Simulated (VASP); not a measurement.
Here is the system:

```
CELL_PARAMETERS angstrom
      0.00000     2.94437     2.94437
      2.94437     0.00000     2.94437
      2.94437     2.94437     0.00000
ATOMIC_POSITIONS crystal
  Hg 0.00000 0.00000 0.00000
  S  0.75000 0.75000 0.75000
```

Calculation: PBEsol GGA, VASP's PBE PAW potentials (set 64) (plane waves; VASP). Settings: 480 eV cut-off, 10×10×10 Γ-centred mesh, first-order Methfessel-Paxton smearing of 0.10 eV, potentials Hg S.

Unless said otherwise, spin-orbit coupling is left out, though it shifts the bands of the heavy elements here.

### Question
Estimate the energy per atom (σ→0), band gap (on the k-mesh) with the smallest direct gap where there is one.

### Answer

```
Quantity                                                     Value
------------------------  ----------------------------------------
band gap (on the k-mesh)  none (metal, semimetal or under 0.01 eV)
energy per atom (σ→0)                       -254.6 kJ/mol of atoms
```

Only differences to runs with the same potentials and settings are physical.

The compound is HgS in the zinc blende structure, metacinnabar; cinnabar is the stable form. It was relaxed first. The start is the result of an earlier pass.
